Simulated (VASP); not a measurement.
Input for VASP

INCAR:
```
SYSTEM = NiAl
PREC = Accurate
ENCUT = 500
EDIFF = 1E-6
NELM = 100
ALGO = Normal
LREAL = .FALSE.
LASPH = .TRUE.
ISMEAR = 1
SIGMA = 0.1
LMAXMIX = 4
LWAVE = .FALSE.
LCHARG = .FALSE.
IBRION = 2
ISIF = 3
NSW = 40
EDIFFG = -0.02
PSTRESS = 100
```

KPOINTS:
```
Automatic mesh
0
G
 13 13 13
```

**POSCAR**
```
NiAl
1
    2.8095727245     0.0000000000     0.0000000000
    0.0000000000     2.8095727245     0.0000000000
    0.0000000000     0.0000000000     2.8095727245
Al Ni
1 1
Direct
  0.5000000000   0.5000000000   0.5000000000
  0.0000000000   0.0000000000   0.0000000000
```

POTCAR, in this order: Al Ni (LDA.64 set). Program: vasp_std.

Write an equivalent input for Ansatz.

One equivalent input (not run):
Ansatz 0.2 input:
```yaml
crystal:
  lattice:
    - [2.8095727, 0.0000000, 0.0000000]
    - [0.0000000, 2.8095727, 0.0000000]
    - [0.0000000, 0.0000000, 2.8095727]
  atoms:
    - { symbol: Al, position: [0.5000000, 0.5000000, 0.5000000] }
    - { symbol: Ni, position: [0.0000000, 0.0000000, 0.0000000] }
kpoints:
  mp_grid: { grid: [13, 13, 13] }
hamiltonian:
  xc: lda
  pseudopotentials: { kind: paw }
scf:
  occupations: { method: methfessel_paxton, width: 0.1 }
  max_iter: 100
relax:
  max_steps: 40
  f_tol: 0.02
  cell: { p_target: 10 }
output: { forces: true, stress: true, eigenvalues: true }
```
Limits of the translation: each code has its own PAW files, so the cut-off isn't converted (ENCUT is set for VASP's; basis.ecutwfc is left out, and Ansatz then takes the one that its files recommend); Ansatz stops its SCF on the density residual and VASP on the energy change (EDIFF); Ansatz's lda is the Perdew-Wang form, while the LDA potentials of VASP carry Perdew-Zunger's.

The compound is NiAl in the CsCl type structure. This run relaxes it under an external pressure of 10 GPa. Symmetry was kept, so distortions that lower it aren't found.
